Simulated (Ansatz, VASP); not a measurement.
# SiC (Moissanite): VASP beside Ansatz, part 2 of 2

One calculation is typed for both programs; each brings its own data sets. How far apart do they land? The cell is taken from a series of runs on this material, whose earlier steps may have relaxed, scaled, displaced or heated it; both programs get it as it stands.

VASP 6.6.1 and Ansatz 0.2.0.

So far: Set-up; Ansatz: relaxation of cell and atoms, LDA; VASP: relaxation of cell and atoms, LDA; Differences.

**5. Ansatz: zone-centre phonons, LDA**

Level of this step: Ansatz beside VASP: Kohn-Sham DFT, plane waves, LDA (Ansatz).

Second derivatives magnify differences that forces hide, and they need a tight electronic threshold.

The cell is taken from a series of runs on this material, whose earlier steps may have relaxed, scaled, displaced or heated it; both programs get it as it stands.

input.yaml

```yaml
crystal:
  lattice:
    - [3.0540707567, 0.0, 0.0]
    - [-1.5270353783, 2.6449028602, 0.0]
    - [0.0, 0.0, 5.0124362743]
  atoms:
    - { symbol: Si, position: [0.3333333333, 0.6666666667, 0.0045973442] }
    - { symbol: Si, position: [0.6666666667, 0.3333333333, 0.5045973442] }
    - { symbol: C, position: [0.3333333333, 0.6666666667, 0.3804026558] }
    - { symbol: C, position: [0.6666666667, 0.3333333333, 0.8804026558] }
kpoints:
  mp_grid: { grid: [9, 9, 6] }
hamiltonian:
  xc: lda
  pseudopotentials: { kind: nc, accuracy: standard }
scf:
  occupations: { method: fixed }
output:
  eigenvalues: true
basis:
  ecutwfc: 1006.821
phonons:
  method: dfpt
  dielectric: true
  rigid_motions: translations
```

On the command line:

```
$ ansatz run input.yaml --threads 8 --pin off --max-ram 16384MiB --backend cpu --events-out ev --progress --plain --runs-dir out
```

Output:

```text
[...]
Crystal: 4 atoms, lattice volume = 40.489 Å³
Basis set: ecut = 1006.821 eV, 2899 PW (Γ), exchange–correlation on 64×64×108 points (8 copies of the dense FFT grid, shifted against one another)
Bands: 12, of which v1, the nominal top of the filled ones, is band 8 counted from 1 (7 counted from 0)
Symmetry: 12 space group operations
[...]
optical modes at Γ + LO–TO along q̂ = [1.0000, 0.0000, 0.0000]:
      ω (cm⁻¹)  modes    IR ((D/Å)²/amu)
[...]
optical modes at Γ + LO–TO along q̂ = [0.0000, 1.0000, 0.0000]:
      ω (cm⁻¹)  modes    IR ((D/Å)²/amu)
[...]
optical modes at Γ + LO–TO along q̂ = [0.0000, 0.0000, 1.0000]:
      ω (cm⁻¹)  modes    IR ((D/Å)²/amu)
[...]
768.24      2             0.0000
        801.49      2            79.0303
        842.84      1             0.0000
        963.77      1            45.5744
[key lines of the parts left out:]
SCF converged after 9 iterations
Free energy (F): -561.452475 eV
Fermi energy:    9.676322 eV
```

**6. VASP: zone-centre phonons, LDA**

The same cell, functional (in two slightly different forms) and mesh now go to VASP, with its own data sets.

INCAR

```
SYSTEM = SiC
PREC = Accurate
ENCUT = 600
EDIFF = 1E-08
NELM = 120
ISMEAR = 0
SIGMA = 0.01
LREAL = .FALSE.
ALGO = Normal
GGA = CA
NBANDS = 14
LORBIT = 11
LWAVE = .FALSE.
LCHARG = .FALSE.
ISIF = 2
IBRION = 8
LEPSILON = .TRUE.
LASPH = .TRUE.
GGA_COMPAT = .FALSE.
EFERMI = MIDGAP
KPAR = 2
```

POSCAR

```
SiC
1.0
    3.0540707567      0.0000000000      0.0000000000
   -1.5270353783      2.6449028602      0.0000000000
    0.0000000000      0.0000000000      5.0124362743
Si C
2 2
Direct
    0.3333333333      0.6666666667      0.0045973442
    0.6666666667      0.3333333333      0.5045973442
    0.3333333333      0.6666666667      0.3804026558
    0.6666666667      0.3333333333      0.8804026558
```

KPOINTS

```
Automatic mesh
0
Gamma
9 9 6
0 0 0
```

The projector-augmented-wave data sets are Si and C (LDA family, release 64).

On the command line:

```
$ mpirun -np 2 vasp_std
```

Output:

```text
[... set-up lines as in an earlier step ...]
 entering main loop
       N       E                     dE             d eps       ncg     rms          rms(c)
DAV:   1     0.314228610529E+02    0.31423E+02   -0.80462E+03  1344   0.115E+03
DAV:   2    -0.343262630961E+02   -0.65749E+02   -0.59394E+02  1888   0.187E+02
DAV:   3    -0.374654897592E+02   -0.31392E+01   -0.31159E+01  1860   0.375E+01
DAV:   4    -0.374975337835E+02   -0.32044E-01   -0.32030E-01  1548   0.462E+00
[...]
DAV:  12    -0.332793660145E+02    0.11594E-05   -0.28625E-06  1716   0.106E-02    0.646E-03
DAV:  13    -0.332793656696E+02    0.34493E-06   -0.12619E-06  1776   0.665E-03    0.133E-03
DAV:  14    -0.332793656751E+02   -0.55161E-08   -0.54984E-08  1626   0.185E-03
   1 F= -.33279366E+02 E0= -.33279366E+02  d E =0.000000E+00
 Linear response reoptimize wavefunctions to high precision
DAV:   1    -0.332793656757E+02   -0.59458E-09   -0.51348E-10  1350   0.202E-04
DAV:   2    -0.332793656757E+02   -0.13870E-10   -0.51007E-11   906   0.636E-05
 Linear response G [H, r] |phi>, progress :
  Direction:   1
[...]
RMM:  13    -0.125548640399E+00    0.43997E-08    0.17766E-09  8594   0.243E-06    0.757E-08
 first order change of Fermi-energy  -0.45002E+00
 force on displaced ion       3 direction 1 : -20.024  -0.000  -0.000
 Born effective charge ion    3 direction 1 :  -2.687  -0.000  -0.000
 Linear response progress:
  Degree of freedom:   4/  4
       N       E                     dE             d eps       ncg     rms          rms(c)
RMM:   1    -0.140008459047E+00   -0.14001E+00    0.87305E-02  3734   0.216E+00
RMM:   2    -0.135125511230E+00    0.48829E-02   -0.20370E-03  2856   0.456E-01    0.228E-01
RMM:   3    -0.134625694311E+00    0.49982E-03   -0.23499E-03  2932   0.246E-01    0.112E-01
RMM:   4    -0.135236304465E+00   -0.61061E-03   -0.54215E-04  2953   0.122E-01    0.397E-02
[...]
RMM:  10    -0.135441440153E+00    0.16104E-06    0.12585E-08  3153   0.735E-05    0.136E-05
RMM:  11    -0.135441488281E+00   -0.48128E-07   -0.64435E-08  3341   0.248E-05    0.380E-06
RMM:  12    -0.135441480628E+00    0.76532E-08    0.24195E-08  3186   0.724E-06    0.124E-06
 first order change of Fermi-energy   0.40283E+00
 force on displaced ion       3 direction 3 :   0.000  -0.000 -24.988
 Born effective charge ion    3 direction 3 :   0.000  -0.000  -2.878
 Born effective charges drift removed
 Linear response finished
```

From OUTCAR (step 6):

```text
 POSITION                                       TOTAL-FORCE (eV/Angst)
 -----------------------------------------------------------------------------------
     -0.00000      1.76327      0.02304         0.000000     -0.000000      0.000583
      1.52704      0.88163      2.52926         0.000000      0.000000      0.000583
     -0.00000      1.76327      1.90674         0.000000      0.000000     -0.000583
      1.52704      0.88163      4.41296        -0.000000      0.000000     -0.000583
 -----------------------------------------------------------------------------------
    total drift:                               -0.000000      0.000000     -0.000093

 MACROSCOPIC STATIC DIELECTRIC TENSOR (including local field effects in DFT)
 ------------------------------------------------------
           6.944314     0.000000     0.000000
           0.000000     6.944314     0.000000
           0.000000     0.000000     7.252687
 ------------------------------------------------------

 MACROSCOPIC STATIC DIELECTRIC TENSOR IONIC CONTRIBUTION
 ------------------------------------------------------
           3.215778     0.000000    -0.000000
           0.000000     3.215778    -0.000000
          -0.000000    -0.000000     4.004811
 ------------------------------------------------------

[... 1 part as in an earlier step ...]
```

Energies printed during the response cycles are not total energies of the cell.

**7. Differences**

What differs besides the data sets and the points named for the pairs above, as far as they apply: fixed occupations in Ansatz, narrow Gaussian smearing in VASP; VASP's response is taken on the typed mesh, Ansatz refines its own for the field response alone. Total energies have different zeros and are not compared.

Both answers:

```
                                     quantity  Ansatz   VASP  difference
                                        ε∞ xx    6.84   6.94     -1.54 %
                                        ε∞ yy    6.84   6.94     -1.54 %
                                        ε∞ zz    7.19   7.25     -0.82 %
Born charge of Si1 (mean of the diagonal) (e)    2.75   2.75        0.00
 Born charge of C3 (mean of the diagonal) (e)   -2.75  -2.75        0.00
                   optical mode 1 to 2 (cm⁻¹)   258.9  257.8     +0.44 %
                        optical mode 3 (cm⁻¹)   599.0  600.2     -0.21 %
                   optical mode 4 to 5 (cm⁻¹)   768.2  770.5     -0.29 %
                        optical mode 6 (cm⁻¹)   771.4  773.2     -0.22 %
                   optical mode 7 to 8 (cm⁻¹)   801.5  803.6     -0.26 %
                        optical mode 9 (cm⁻¹)   842.8  844.3     -0.17 %
```

Modes are paired by rising frequency, not by their patterns, so a pair may set unlike modes beside each other; they are those without the splitting of longitudinal modes.

**8. Summary of results**

| Quantity | Value |
| --- | --- |
| difference in volume (relaxation of cell and atoms, LDA) | -0.33 % |
| r.m.s. difference of the optical zone-centre modes, each program's sorted by frequency (zone-centre phonons, LDA) | 1.8 cm⁻¹ |
| difference in ε∞ xx (zone-centre phonons, LDA) | -1.5 % |

What this shows: The difference in volume is -0.33 % (relaxation of cell and atoms, LDA), within the 1.2 % picked in this series as the mark of a large difference, as far as the stopping tolerances let one tell. Among the rows given in per cent, the largest difference of the zone-centre phonons, LDA pair is in ε∞ xx, -1.5 %. Such differences can come from data sets, numerical settings and the points named under the comparisons, not from the functional's error against experiment.

[Lines on the potential files, build, host, timing and source positions are cut from VASP's logs without a mark.]

[Logs are printed without paths, hosts, clocks, repeated set-up lines and the standing remarks that a program may print on its own settings, such as how far it seeks lower states.]

[Hosts, paths, dates, database ids (printed as entryN), source tags and the programs' standing remarks are cut or masked in the printed files.]
